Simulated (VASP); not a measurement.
# FeMo with LDA: from relaxation to properties, part 2 of 5

Wanted: the relaxed cell of FeMo and its properties. The cell is invented: it takes the structure of a Materials Project entry for FeRu (space group 187 there), with some of its atoms replaced by other elements, volume scaled by an estimate. It may not be a known or stable phase. Left out of this account: 1 further run (elastic: elastic constants of a metal on too coarse a mesh).

VASP 6.6.1; LDA, spin-polarised from a ferromagnetic start; plane waves and PAW (Mo_sv, Fe); invented cell.

Still holding for the runs below: The k-mesh is coarse for a metal.

So far. Step 2 (Full relaxation (LDA)): It ends with forces that vanish by symmetry and a pressure of 0.00 GPa.

## Step 3: Second relaxation

The basis stayed that of the start cell while the cell moved. A rerun from the cell reached resets it; the error of the finite cutoff stays. The mesh changes with the cell too.

Input file INCAR:

```
SYSTEM = FeMo
PREC = Accurate
ENCUT = 400
EDIFF = 1E-06
NELM = 100
ISMEAR = -1
SIGMA = 0.05
LREAL = .FALSE.
ALGO = Normal
GGA = CA
NBANDS = 18
ISPIN = 2
MAGMOM = 1 3
LMAXMIX = 4
LORBIT = 11
LWAVE = .FALSE.
LCHARG = .FALSE.
IBRION = 2
NSW = 60
ISIF = 3
EDIFFG = -0.01
```

Input file POSCAR:

```
FeMo
1.0
    2.6411736053     -0.0000000270      0.0000000000
   -1.3205863496      2.2873235600      0.0000000000
    0.0000000000      0.0000000000      4.1316342801
Mo Fe
1 1
Direct
    0.6666666700      0.3333333300      0.0000000000
    0.0000000000      0.0000000000      0.5000000000
```

Input file KPOINTS:

```
Automatic mesh
0
Gamma
10 10 6
0 0 0
```

PAW data sets: Mo_sv and Fe (LDA family, release 64).

Launch:

```sh
mpirun -np 1 vasp_std
```

Log:

```text
[... set-up lines as in an earlier step ...]
 entering main loop
       N       E                     dE             d eps       ncg     rms          rms(c)
DAV:   1     0.161118391507E+03    0.16112E+03   -0.10800E+04  4120   0.124E+03
DAV:   2    -0.183139239701E+02   -0.17943E+03   -0.17365E+03  4124   0.350E+02
DAV:   3    -0.229217773243E+02   -0.46079E+01   -0.45171E+01  4556   0.674E+01
DAV:   4    -0.229793901572E+02   -0.57613E-01   -0.57571E-01  4554   0.732E+00
DAV:   5    -0.229805215741E+02   -0.11314E-02   -0.11314E-02  4696   0.111E+00    0.259E+01
DAV:   6    -0.377194781624E+02   -0.14739E+02   -0.12046E+02  4672   0.124E+02    0.407E+01
DAV:   7    -0.210396438964E+02    0.16680E+02   -0.40120E+01  5064   0.810E+01    0.632E+00
DAV:   8    -0.210877562827E+02   -0.48112E-01   -0.19114E+00  6102   0.111E+01    0.440E+00
DAV:   9    -0.209862160592E+02    0.10154E+00   -0.82121E-01  5720   0.873E+00    0.180E+00
DAV:  10    -0.209757382761E+02    0.10478E-01   -0.47884E-02  5566   0.185E+00    0.875E-01
DAV:  11    -0.209763144802E+02   -0.57620E-03   -0.24908E-03  5418   0.474E-01    0.445E-01
DAV:  12    -0.209763699436E+02   -0.55463E-04   -0.12801E-03  5430   0.291E-01    0.150E-01
DAV:  13    -0.209764697879E+02   -0.99844E-04   -0.14310E-04  5810   0.118E-01    0.761E-02
DAV:  14    -0.209765395791E+02   -0.69791E-04   -0.48235E-04  5486   0.200E-01    0.676E-02
DAV:  15    -0.209765419840E+02   -0.24049E-05   -0.41149E-05  5460   0.565E-02    0.480E-02
DAV:  16    -0.209765638419E+02   -0.21858E-04   -0.10446E-04  5300   0.108E-01    0.374E-02
DAV:  17    -0.209765697759E+02   -0.59341E-05   -0.40635E-05  5904   0.630E-02    0.206E-02
DAV:  18    -0.209765749557E+02   -0.51798E-05   -0.65193E-05  5070   0.862E-02    0.817E-03
DAV:  19    -0.209765750306E+02   -0.74899E-07   -0.96300E-07  2248   0.756E-03
   1 F= -.20976575E+02 E0= -.20963881E+02  d E =-.209766E+02  mag=    -0.0004
 curvature:   0.00 expect dE= 0.000E+00 dE for cont linesearch  0.000E+00
 trial: gam= 0.00000 g(F)=  0.709E-43 g(S)=  0.419E-03 ort = 0.000E+00 (trialstep = 0.100E+01)
 search vector abs. value=  0.419E-03
 bond charge predicted
       N       E                     dE             d eps       ncg     rms          rms(c)
DAV:   1    -0.209817228718E+02   -0.51479E-02   -0.11704E-01  4270   0.372E+00    0.726E-01
DAV:   2    -0.209971798179E+02   -0.15457E-01   -0.13402E-01  5936   0.339E+00    0.165E+00
DAV:   3    -0.209776263869E+02    0.19553E-01   -0.13120E-01  5126   0.356E+00    0.341E-01
DAV:   4    -0.209766041616E+02    0.10222E-02   -0.51739E-03  5992   0.796E-01    0.102E-01
DAV:   5    -0.209765705110E+02    0.33651E-04   -0.17268E-04  4424   0.100E-01    0.426E-02
DAV:   6    -0.209765715709E+02   -0.10599E-05   -0.16212E-05  5526   0.337E-02    0.731E-03
DAV:   7    -0.209765709736E+02    0.59734E-06   -0.16872E-06  2342   0.103E-02
   2 F= -.20976571E+02 E0= -.20963914E+02  d E =0.405706E-05  mag=    -0.0001
[...]
3 F= -.20976677E+02 E0= -.20964001E+02  d E =-.101663E-03  mag=    -0.0000
[...]
4 F= -.20976691E+02 E0= -.20963974E+02  d E =-.147849E-04  mag=    -0.0000
[...]
5 F= -.20976713E+02 E0= -.20964010E+02  d E =-.362199E-04  mag=     0.0000
 curvature:  -0.34 expect dE=-0.146E-04 dE for cont linesearch -0.133E-04
 ZBRENT: interpolating
 opt :   0.3191  next Energy=   -20.976721 (dE=-0.445E-04)
 bond charge predicted
       N       E                     dE             d eps       ncg     rms          rms(c)
DAV:   1    -0.209767759646E+02   -0.62187E-04   -0.16076E-03  4308   0.463E-01    0.821E-02
DAV:   2    -0.209772861459E+02   -0.51018E-03   -0.31951E-03  5240   0.616E-01    0.277E-01
DAV:   3    -0.209767120282E+02    0.57412E-03   -0.23749E-03  5106   0.516E-01    0.193E-02
DAV:   4    -0.209767079018E+02    0.41264E-05   -0.30430E-05  4160   0.458E-02    0.162E-02
DAV:   5    -0.209767076932E+02    0.20858E-06   -0.76502E-07  2316   0.965E-03
   6 F= -.20976708E+02 E0= -.20964016E+02  d E =-.309997E-04  mag=     0.0000
 curvature:  -0.21 expect dE=-0.423E-06 dE for cont linesearch -0.989E-07
 trial: gam=-0.08782 g(F)=  0.530E-43 g(S)=  0.201E-05 ort = 0.927E-05 (trialstep = 0.783E+00)
 search vector abs. value=  0.179E-05
 reached required accuracy - stopping structural energy minimisation
```

Elapsed: 50 s, on 1 MPI rank of AMD EPYC 9R45, shared host; peak memory 0.12 GiB.

From OUTCAR (step 3):

```text
  LATTYP: Found a hexagonal cell.
 ALAT       =     2.6411736053
 C/A-ratio  =     1.5643175715

The static configuration has the point symmetry D_3h.

 Found     56 irreducible k-points:

   k-points           NKPTS =     56   k-points in BZ     NKDIM =     56   number of bands    NBANDS=     18

   ENCUT  =  400.0 eV  29.40 Ry    5.42 a.u.   4.31  4.31  6.74*2*pi/ulx,y,z

   NELECT =      22.0000    total number of electrons

 E-fermi :  10.3736

 spin component 1
 k-point     1 :       0.0000    0.0000    0.0000
  band No.  band energies     occupation
    ...
      9       9.4430      1.00000
     10       9.9228      0.99988
     11       9.9228      0.99988
     12       9.9511      0.99979
     13       9.9511      0.99979
     14      12.2242      0.00000
     15      13.6277      0.00000
     16      13.6277      0.00000
     17      21.7585      0.00000
     18      24.9212      0.00000

 k-point     2 :       0.1000    0.0000    0.0000
  band No.  band energies     occupation
    ...
      9       9.5549      1.00000
     10       9.6777      1.00000
     11       9.8255      0.99998
     12       9.9570      0.99976
     13      10.2718      0.88454
     14      10.9512      0.00001
     15      13.6359      0.00000
     16      15.2509      0.00000
     17      21.7171      0.00000
     18      25.8454      0.00000

 k-point     3 :       0.2000    0.0000    0.0000
  band No.  band energies     occupation
    ...
      8       8.5337      1.00000
      9       9.3607      1.00000
     10       9.5151      1.00000
     11       9.8452      0.99997
     12      10.1459      0.98958
     13      10.5143      0.05656
     14      11.3606      0.00000
     15      13.6469      0.00000
     16      17.4599      0.00000
     17      21.5452      0.00000
    ...

 k-point     4 :       0.3000    0.0000    0.0000
  band No.  band energies     occupation
    ...
      7       7.2417      1.00000
      8       8.3241      1.00000
      9       9.1625      1.00000
     10       9.4765      1.00000
     11       9.8215      0.99998
     12      10.4292      0.24759
     13      11.7070      0.00000
     14      13.0510      0.00000
     15      13.6450      0.00000
     16      19.5186      0.00000
    ...

  Total        0.0055521      0.0055521      0.0046643      0.0000000     -0.0000000      0.0000000
  in kB        0.3567821      0.3567821      0.2997340      0.0000001     -0.0000000      0.0000000
  external PRESSURE =       0.3377660 kB  Pullay stress =       0.0000000 kB

  energy-cutoff  :      400.00
  volume of cell :       24.93
      direct lattice vectors                 reciprocal lattice vectors
     2.642224237 -0.000000027 -0.000000000     0.378469015  0.218509101 -0.000000000
    -1.321111665  2.288233434  0.000000000     0.000000004  0.437018353  0.000000000
     0.000000000 -0.000000000  4.123779390     0.000000000 -0.000000000  0.242495998

 POSITION                                       TOTAL-FORCE (eV/Angst)
 -----------------------------------------------------------------------------------
      1.32111      0.76274     -0.00000        -0.000000     -0.000000     -0.000000
      0.00000     -0.00000      2.06189         0.000000      0.000000      0.000000
 -----------------------------------------------------------------------------------
    total drift:                               -0.000020      0.000012      0.000000

  FREE ENERGIE OF THE ION-ELECTRON SYSTEM (eV)
  ---------------------------------------------------
  free  energy   TOTEN  =       -20.9767076932 eV

  energy  without entropy=      -20.9513243524  energy(sigma->0) =      -20.96401602

 total charge
# of ion       s       p       d       tot
------------------------------------------
    1        2.437   6.218   4.148  12.803
    2        0.507   0.557   6.377   7.441
--------------------------------------------------
tot          2.944   6.775  10.525  20.244

 magnetization (x)
# of ion       s       p       d       tot
------------------------------------------
    1       -0.000   0.000  -0.000  -0.000
    2        0.000   0.000  -0.000  -0.000
--------------------------------------------------
tot          0.000   0.000  -0.000  -0.000

[... 3 parts as in an earlier step ...]

[... 6 further parts left out ...]
```

Relaxation path:

| step | energy less that of the first step (eV) | largest force (eV/Å) | pressure (GPa) | volume (Å³) |
| --- | --- | --- | --- | --- |
| 1 | 0.0000 | 0.0000 | -0.29 | 24.96 |
| 2 | 0.0000 | 0.0000 | 0.71 | 24.88 |
| 3 | -0.0001 | 0.0000 | 0.22 | 24.92 |
| 4 | -0.0001 | 0.0000 | -0.13 | 24.95 |
| 5 | -0.0001 | 0.0000 | -0.10 | 24.94 |
| 6 | -0.0001 | 0.0000 | 0.03 | 24.93 |

| conventional cell, symmetrised | before | after | change |
| --- | --- | --- | --- |
| a (Å) | 2.641 | 2.642 | +0.0 % |
| b (Å) | 2.641 | 2.642 | +0.0 % |
| c (Å) | 4.132 | 4.124 | -0.2 % |
| volume (Å³/atom) | 12.48 | 12.47 | -0.1 % |

Final coordinates:

```xyz
2
Lattice="2.6422 0.0000 0.0000 -1.3211 2.2882 0.0000 0.0000 0.0000 4.1238" Properties=species:S:1:pos:R:3 pbc="T T T"
Mo    1.3211    0.7627    0.0000
Fe    0.0000    0.0000    2.0619
```

This step gave:

| Quantity | Value |
| --- | --- |
| irreducible k-points | 56 |
| free energy (TOTEN) | -20.98 eV |
| energy at zero smearing | -20.96 eV |
| pressure | 0.03378 GPa |
| SCF cycles over all ionic steps | 49 |

It ends with forces that vanish by symmetry and a pressure of 0.03 GPa. The volume moved by only 0.11 %, so the volume is settled.

## Step 4: Density, ELF and potential (LDA)

A single point on the relaxed cell gives a clean self-consistent state, with density, ELF and potential written out.

INCAR, as its differences from that of step 3:

```diff
@@ -16,6 +16,5 @@
 LWAVE = .FALSE.
-LCHARG = .FALSE.
-IBRION = 2
-NSW = 60
-ISIF = 3
-EDIFFG = -0.01
+LCHARG = .TRUE.
+ISIF = 2
+LELF = .TRUE.
+LVHAR = .TRUE.
```

Input file POSCAR:

```
FeMo
1.0
    2.6422242375     -0.0000000268      0.0000000000
   -1.3211116653      2.2882334342      0.0000000000
    0.0000000000      0.0000000000      4.1237793903
Mo Fe
1 1
Direct
    0.6666666700      0.3333333300      0.0000000000
    0.0000000000      0.0000000000      0.5000000000
```

KPOINTS is that of step 3.

Launch:

```sh
mpirun -np 1 vasp_std
```

Log:

```text
[... set-up lines as in an earlier step ...]
 entering main loop
       N       E                     dE             d eps       ncg     rms          rms(c)
DAV:   1     0.159849213530E+03    0.15985E+03   -0.10842E+04  4144   0.123E+03
DAV:   2    -0.182406254754E+02   -0.17809E+03   -0.17221E+03  4238   0.347E+02
DAV:   3    -0.229130104739E+02   -0.46724E+01   -0.45949E+01  4568   0.677E+01
DAV:   4    -0.229705886448E+02   -0.57578E-01   -0.57539E-01  4540   0.735E+00
DAV:   5    -0.229716809390E+02   -0.10923E-02   -0.10923E-02  4758   0.108E+00    0.259E+01
DAV:   6    -0.376073090932E+02   -0.14636E+02   -0.11973E+02  4680   0.124E+02    0.406E+01
DAV:   7    -0.210387490511E+02    0.16569E+02   -0.39836E+01  5080   0.810E+01    0.630E+00
DAV:   8    -0.210847949740E+02   -0.46046E-01   -0.18654E+00  6104   0.109E+01    0.436E+00
DAV:   9    -0.209857419500E+02    0.99053E-01   -0.79421E-01  5712   0.861E+00    0.179E+00
DAV:  10    -0.209757644691E+02    0.99775E-02   -0.46191E-02  5504   0.181E+00    0.866E-01
DAV:  11    -0.209763426225E+02   -0.57815E-03   -0.24929E-03  5490   0.478E-01    0.435E-01
DAV:  12    -0.209764179320E+02   -0.75309E-04   -0.12440E-03  5506   0.287E-01    0.147E-01
DAV:  13    -0.209765193139E+02   -0.10138E-03   -0.14913E-04  5816   0.121E-01    0.739E-02
DAV:  14    -0.209765890709E+02   -0.69757E-04   -0.47301E-04  5500   0.200E-01    0.672E-02
DAV:  15    -0.209765908198E+02   -0.17489E-05   -0.39120E-05  5368   0.549E-02    0.474E-02
DAV:  16    -0.209766111624E+02   -0.20343E-04   -0.98095E-05  5302   0.105E-01    0.363E-02
DAV:  17    -0.209766163353E+02   -0.51729E-05   -0.37712E-05  5862   0.606E-02    0.189E-02
DAV:  18    -0.209766205972E+02   -0.42619E-05   -0.52543E-05  5028   0.775E-02    0.714E-03
DAV:  19    -0.209766206470E+02   -0.49709E-07   -0.75846E-07  2204   0.666E-03
   1 F= -.20976621E+02 E0= -.20963929E+02  d E =-.253828E-01  mag=    -0.0004
```

The job ended after 21 s (1 MPI rank; peak memory 0.11 GiB).

Parts of OUTCAR (step 4):

```text
  LATTYP: Found a hexagonal cell.
 ALAT       =     2.6422242375
 C/A-ratio  =     1.5607227168

The static configuration has the point symmetry D_3h.

 Found     56 irreducible k-points:

   ENCUT  =  400.0 eV  29.40 Ry    5.42 a.u.   4.31  4.31  6.72*2*pi/ulx,y,z

   NELECT =      22.0000    total number of electrons

 E-fermi :  10.3736

 spin component 1
 k-point     1 :       0.0000    0.0000    0.0000
  band No.  band energies     occupation
    ...
      9       9.4422      1.00000
     10       9.9226      0.99988
     11       9.9226      0.99988
     12       9.9504      0.99979
     13       9.9504      0.99979
     14      12.2242      0.00000
     15      13.6273      0.00000
     16      13.6273      0.00000
     17      21.7582      0.00000
     18      24.9212      0.00000

 k-point     2 :       0.1000    0.0000    0.0000
  band No.  band energies     occupation
    ...
      9       9.5539      1.00000
     10       9.6768      1.00000
     11       9.8246      0.99998
     12       9.9565      0.99976
     13      10.2716      0.88479
     14      10.9510      0.00001
     15      13.6355      0.00000
     16      15.2506      0.00000
     17      21.7168      0.00000
     18      25.8453      0.00000

 k-point     3 :       0.2000    0.0000    0.0000
  band No.  band energies     occupation
    ...
      8       8.5332      1.00000
      9       9.3599      1.00000
     10       9.5144      1.00000
     11       9.8439      0.99997
     12      10.1454      0.98967
     13      10.5137      0.05721
     14      11.3606      0.00000
     15      13.6464      0.00000
     16      17.4596      0.00000
     17      21.5449      0.00000
    ...

 k-point     4 :       0.3000    0.0000    0.0000
  band No.  band energies     occupation
    ...
      7       7.2413      1.00000
      8       8.3234      1.00000
      9       9.1617      1.00000
     10       9.4757      1.00000
     11       9.8208      0.99998
     12      10.4278      0.25268
     13      11.7064      0.00000
     14      13.0510      0.00000
     15      13.6445      0.00000
     16      19.5183      0.00000
    ...

  Total        0.0132391      0.0132391     -0.0018893      0.0000000      0.0000000     -0.0000000
  in kB        0.8507561      0.8507561     -0.1214102      0.0000002      0.0000000     -0.0000000
  external PRESSURE =       0.5267007 kB  Pullay stress =       0.0000000 kB

  energy-cutoff  :      400.00
  volume of cell :       24.93
      direct lattice vectors                 reciprocal lattice vectors
     2.642224237 -0.000000027  0.000000000     0.378469015  0.218509101  0.000000000
    -1.321111665  2.288233434  0.000000000     0.000000004  0.437018353  0.000000000
     0.000000000  0.000000000  4.123779390     0.000000000  0.000000000  0.242495998

 POSITION                                       TOTAL-FORCE (eV/Angst)
 -----------------------------------------------------------------------------------
      1.32111      0.76274      0.00000        -0.000000     -0.000000      0.000000
      0.00000      0.00000      2.06189         0.000000      0.000000      0.000000
 -----------------------------------------------------------------------------------
    total drift:                               -0.000020      0.000012      0.000000

  FREE ENERGIE OF THE ION-ELECTRON SYSTEM (eV)
  ---------------------------------------------------
  free  energy   TOTEN  =       -20.9766206470 eV

  energy  without entropy=      -20.9512378070  energy(sigma->0) =      -20.96392923

 magnetization (x)
# of ion       s       p       d       tot
------------------------------------------
    1       -0.000   0.000   0.000   0.000
    2       -0.000  -0.000   0.002   0.002
--------------------------------------------------
tot         -0.000   0.000   0.002   0.002

[... 5 parts as in an earlier step ...]

[... 10 further parts left out ...]
```

With spin, VASP writes an ELF for each channel.

This step gave:

| Quantity | Value |
| --- | --- |
| SCF cycles | 19 |
| pressure | 0.05267 GPa |

Valence electrons inside each PAW sphere by angular momentum. Sphere charges, by row:

| atom | s (e) | p (e) | d (e) | tot (e) |
| --- | --- | --- | --- | --- |
| Mo1 | 2.437 | 6.218 | 4.148 | 12.8 |
| Fe2 | 0.507 | 0.557 | 6.377 | 7.441 |

ELF of up spins in the ac plane at fractional y = 0.000, with atoms of Fe within 0.2 Å of it. It is the smooth field of the valence electrons, not physical close to the nuclei.

Ten even steps from '0' (0.00) to '9' (0.60):
```
55445789875445
66544567654456
77643344433467
76654332334566
55555433345555
33445544455443
12344455544432
00123456543210
00012346432100
00002346432000
00002346432000
00012346432100
00123456543210
12344455544432
33445544455443
55555433345555
76654332334566
77643344433467
66544567654456
55445789875445
55445799975445
```
Columns run along a (2.6 Å), rows up along c (4.1 Å). Atoms in or near the plane, at fractional coordinates: Fe at (0.00, 0.50).

Electrostatic potential energy in the ac plane at fractional y = 0.000, with atoms of Fe within 0.2 Å of it. With pseudopotentials it is smooth inside the atoms' cores, unlike the true potential.

Ten even steps from '_' (-33 eV) to '@' (1 eV):
```
@@@@@@##--..________--##%%@@
@@@@@@%%++--..__..::++%%@@@@
@@@@@@@@##++==--==++##@@@@@@
@@@@@@@@@@%%######%%@@@@@@@@
@@@@@@@@@@@@@@@@@@@@@@@@@@@@
**####%%@@@@@@@@@@@@@@%%####
====++##%%@@@@@@@@@@%%##++==
::::--++##@@@@@@@@@@##++--::
....::==**%%@@@@@@%%**==::..
____..--++##@@@@@@##++--..__
____..--++##@@@@@@##++--..__
....::==**%%@@@@@@%%**==::..
::::--++##@@@@@@@@@@##++--::
====++##%%@@@@@@@@@@%%##++==
**####%%@@@@@@@@@@@@@@%%####
@@@@@@@@@@@@@@@@@@@@@@@@@@@@
@@@@@@@@@@%%######%%@@@@@@@@
@@@@@@@@##++==--==++##@@@@@@
@@@@@@%%++--..__..::++%%@@@@
@@@@@@##--..________--##%%@@
@@@@%%**--__________--**%%@@
```
Columns run along a (2.6 Å; values clipped at the 3rd and 97th percentile), rows up along c (4.1 Å). Atoms in or near the plane, at fractional coordinates: Fe at (0.00, 0.50).

Valence density in the ac plane at fractional y = 0.000, with atoms of Fe within 0.2 Å of it. It is the smooth field of the valence electrons, not physical close to the nuclei.

Ten even steps from '0' (0.3 e/Å³) to '9' (8.1 e/Å³):
```
00000111110000
00000011100000
00000000000000
00000000000000
00000000000000
00000000000000
11000000000001
33200000000023
76410000000146
98520000000258
98520000000258
76410000000146
33200000000023
11000000000001
00000000000000
00000000000000
00000000000000
00000000000000
00000011100000
00000111110000
00000112110000
```
Columns run along a (2.6 Å), rows up along c (4.1 Å). Atoms in or near the plane, at fractional coordinates: Fe at (0.00, 0.50).

In this run the pressure is 0.05 GPa, small enough to go on.

(Continued in part 3 of 5.)

[Lines on the potential files, build, host, timing and source positions are cut from VASP's logs without a mark.]

[Logs are printed without paths, hosts, clocks, repeated set-up lines and the standing remarks that a program may print on its own settings, such as how far it seeks lower states.]

[Hosts, paths, dates, database ids (printed as entryN), source tags and the programs' standing remarks are cut or masked in the printed files.]

[A measured line is paired with the nearest computed mode of its activity, which favours agreement.]
